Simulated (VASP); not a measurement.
Runs of VASP 6.6.1 on Rh. It takes space group Fm-3m (No. 225, cubic). Conventional cell: a = 3.796 Å, b = 3.796 Å, c = 3.796 Å, α = 90.00°, β = 90.00°, γ = 90.00°. Rh (site symmetry m-3m) is surrounded by 12 Rh at 2.68 Å. 

```csv
level,potentials or basis,gap on the mesh (eV),pressure (GPa),relaxed volume (Å³/atom)
LDA,"VASP PAW LDA potentials, release 64 (Rh_pv)",none,-0.1,13.26
r2SCAN,"VASP PAW PBE potentials, release 64 (Rh_pv)",none,0.0,13.77
PBE,"VASP PAW PBE potentials, release 64 (Rh_pv)",none,-0.1,(a)
PBEsol,"VASP PAW PBE potentials, release 64 (Rh_pv)",none,0.0,(b)
PBE+D3(BJ),"VASP PAW PBE potentials, release 64 (Rh_pv)",none,0.0,13.64
```

Alike in all rows: task relaxation of cell and atoms; no spin polarisation; cell relaxed; k mesh 16 × 16 × 16; cutoff (eV) 600; smearing methfessel-paxton 0.1 eV.

**Question.** Fill in the values left out.

**Answer.** (a) 14.05; (b) 13.50.

Caveats: the PAW data sets were made with another functional, which shifts forces and pressure a little (some runs); pairwise dispersion overbinds metals, which lowers pressure and volume (some runs).

A k mesh can miss the band edges, and the runs leave out spin-orbit coupling on Rh.

A gap of «none» marks a metal or a gap under the smearing width.

Not every run made on this cell is shown here.
